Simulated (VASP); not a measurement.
The input files of a VASP run:

INCAR:
```
ALGO  =  Normal
EDIFF  =  1E-6
ENCUT  =  300
GGA  =  PS
ISIF  =  2
ISMEAR  =  -1
ISPIN  =  2
LASPH  =  .TRUE.
LCHARG  =  .FALSE.
LMAXMIX  =  4
LORBIT  =  11
LREAL  =  .FALSE.
LWAVE  =  .FALSE.
MAGMOM  =  2.0 2.0
NELM  =  100
PREC  =  Accurate
SIGMA  =  0.136
SYSTEM  =  Co
```

**KPOINTS**
```
Automatic
0
gamma
13 13 7
```

File POSCAR:
```
Co
1
    1.2550000000    -2.1737240000     0.0000000000
    1.2550000000     2.1737240000     0.0000000000
    0.0000000000     0.0000000000     4.0700000000
Co
2
Direct
  0.3333330000   0.6666670000   0.2500000000
  0.6666670000   0.3333330000   0.7500000000
```

POTCAR, in this order: Co (PBE.64 set). Program: vasp_std.

**Question.** Translate this PBEsol calculation to Quantum ESPRESSO's pw.x.

**Answer.** One equivalent input (not run):
```
&CONTROL
  calculation = 'scf'
  pseudo_dir = './pseudo'
  outdir = './out'
  tprnfor = .true.
  tstress = .true.
/
&SYSTEM
  ibrav = 0
  nat = 2
  ntyp = 1
  ecutwfc = 96
  occupations = 'smearing'
  smearing = 'fermi-dirac'
  degauss = 0.009996
  input_dft = 'pbesol'
  nspin = 2
  starting_magnetization(1) = 0.2
/
&ELECTRONS
  conv_thr = 7.3e-08
  electron_maxstep = 100
/
ATOMIC_SPECIES
  Co 58.933 Co.upf
CELL_PARAMETERS angstrom
     1.2550000   -2.1737240    0.0000000
     1.2550000    2.1737240    0.0000000
     0.0000000    0.0000000    4.0700000
ATOMIC_POSITIONS crystal
  Co   0.3333330  0.6666670  0.2500000
  Co   0.6666670  0.3333330  0.7500000
K_POINTS automatic
  13 13 7 0 0 0
```
What does not carry over: the potentials are each code's own (VASP's PAW set, PseudoDojo norm-conserving files in pw.x), so ENCUT and ecutwfc are chosen apart and not converted; conv_thr bounds pw.x's estimated SCF error, while EDIFF bounds the energy change between steps; starting_magnetization is a fraction of the valence charge and MAGMOM a moment in μB, so they match only roughly.

The structure is a typed Co crystal (P6_3/mmc). The cell was not relaxed at this level. The run is one of a series of settings (GGA = PS against the base run), some of them coarse on purpose.
